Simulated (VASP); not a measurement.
Given:

```yaml
crystal:
  lattice:
    - [3.80864, 0.00000, 0.00000]
    - [0.00000, 3.80864, 0.00000]
    - [0.00000, 0.00000, 4.72885]
  atoms:
    - { symbol: Sn, position: [0.50000, 0.00000, 0.75600] }
    - { symbol: Sn, position: [0.00000, 0.50000, 0.24400] }
    - { symbol: O, position: [0.50000, 0.50000, 0.00000] }
    - { symbol: O, position: [0.00000, 0.00000, 0.00000] }
```

These are PBEsol GGA, VASP's PBE PAW potentials (set 64) (plane waves; VASP) values and carry that method's errors. Settings: 600 eV cut-off, 6×6×4 Γ-centred mesh, Gaussian smearing of 0.050 eV, potentials Sn_d O.

Without a dispersion term in the relaxation, distances and binding between the weakly bound layers, chains or molecules are unreliable, and so is what depends on them.

Task: Give the force on each atom (eV/Å).

Result: 
```csv
atom,Fx,Fy,Fz
Sn1,0.000,0.000,-0.074
Sn2,0.000,0.000,0.074
O3,0.000,0.000,0.000
O4,0.000,0.000,0.000
```

Task: Give the stress tensor in GPa (positive for a compressed cell).

Result: 
```
-0.36   0.00   0.00
 0.00  -0.36   0.00
 0.00   0.00   0.14
```
The pressure is its mean diagonal, -0.19 GPa.

The compound is SnO in the litharge structure. It was relaxed first. The k-mesh is coarse (spacing up to 0.33 per Å, 2π included), so the numbers may not be converged in it.
